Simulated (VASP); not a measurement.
VASP ran on this input.

**KPOINTS**
```
Regular mesh
0
Gamma
8 8 8
```

INCAR:
```
SYSTEM = AlCo3N
PREC = Accurate
ENCUT = 600
EDIFF = 1E-7
NELM = 100
ALGO = Normal
LREAL = .FALSE.
LASPH = .TRUE.
ISMEAR = 1
SIGMA = 0.1
GGA = PS
LMAXMIX = 4
ISPIN = 2
MAGMOM = -0.0 0.1 0.8 0.8 0.8
LORBIT = 10
LWAVE = .FALSE.
LCHARG = .FALSE.
ISIF = 2
IBRION = 2
NSW = 30
EDIFFG = -0.01
```

POSCAR:
```
AlCo3N
1.0
  3.5415261191   0.0000000000   0.0000000000
  0.0000000000   3.5415261191   0.0000000000
  0.0000000000   0.0000000000   3.5415261191
Al N Co
1 1 3
Cartesian
  0.0000000000   0.0000000000   0.0000000000
  1.7707630595   1.7707630595   1.7707630595
  0.0000000000   1.7707630595   1.7707630595
  1.7707630595   1.7707630595   0.0000000000
  1.7707630595   0.0000000000   1.7707630595
```

POTCAR, in this order: Al N Co (PBE.64 set). Program: vasp_std.

Task: Write an equivalent input for Ansatz.

Result: One equivalent input (not run):
Ansatz 0.2 input:
```yaml
crystal:
  lattice:
    - [3.5415261, 0.0000000, 0.0000000]
    - [0.0000000, 3.5415261, 0.0000000]
    - [0.0000000, 0.0000000, 3.5415261]
  atoms:
    - { symbol: Al, position: [0.0000000, 0.0000000, 0.0000000] }
    - { symbol: N, position: [0.5000000, 0.5000000, 0.5000000], spin: 0.1 }
    - { symbol: Co, position: [0.0000000, 0.5000000, 0.5000000], spin: 0.8 }
    - { symbol: Co, position: [0.5000000, 0.5000000, 0.0000000], spin: 0.8 }
    - { symbol: Co, position: [0.5000000, 0.0000000, 0.5000000], spin: 0.8 }
kpoints:
  mp_grid: { grid: [8, 8, 8] }
hamiltonian:
  xc: pbesol
  pseudopotentials: { kind: paw }
magnetization: { spin_polarized: true }
scf:
  occupations: { method: methfessel_paxton, width: 0.1 }
  max_iter: 100
relax:
  max_steps: 30
  f_tol: 0.01
output: { forces: true, stress: true, eigenvalues: true }
```
The two are equivalent in intent, not identical: each code has its own PAW files, so the cut-off isn't converted (ENCUT is set for VASP's; basis.ecutwfc is left out, and Ansatz then takes the one that its files recommend); Ansatz stops its SCF on the density residual and VASP on the energy change (EDIFF).

The structure was generated: AlCo3N was put into the cubic-perovskite type (Pm-3m), which need not be its known phase. This cell was strained or had an atom moved on purpose.
